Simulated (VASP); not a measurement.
Consider the following.

```
CELL_PARAMETERS angstrom
     -1.73327     1.73327     5.90503
      1.73327    -1.73327     5.90503
      1.73327     1.73327    -5.90503
ATOMIC_POSITIONS crystal
  Nb 0.74972 0.74972 0.00000
  Nb 0.49972 0.99972 0.50000
  As 0.16728 0.16728 0.00000
  As 0.91728 0.41728 0.50000
```

Calculation: PBE GGA, VASP's PBE PAW potentials (set 64) (plane waves; VASP 6.6.1). Run with 300 eV cut-off, 8×8×8 Γ-centred mesh, Fermi-Dirac smearing of 0.050 eV, potentials Nb_sv As.

Q: Predict the energy per atom (σ→0), band gap (on the k-mesh) with the smallest direct gap where there is one.

A: 
```
Item                                                        Result
------------------------  ----------------------------------------
band gap (on the k-mesh)  none (metal, semimetal or under 0.01 eV)
energy per atom (σ→0)                               -8.129 eV/atom
```

The structure comes from a computed database's NbAs entry (I4_1md); how it stands against other phases isn't given here. The cell was not relaxed at this level. The k-mesh is coarse (spacing up to 0.32 per Å, 2π included), so the numbers may not be converged in it.
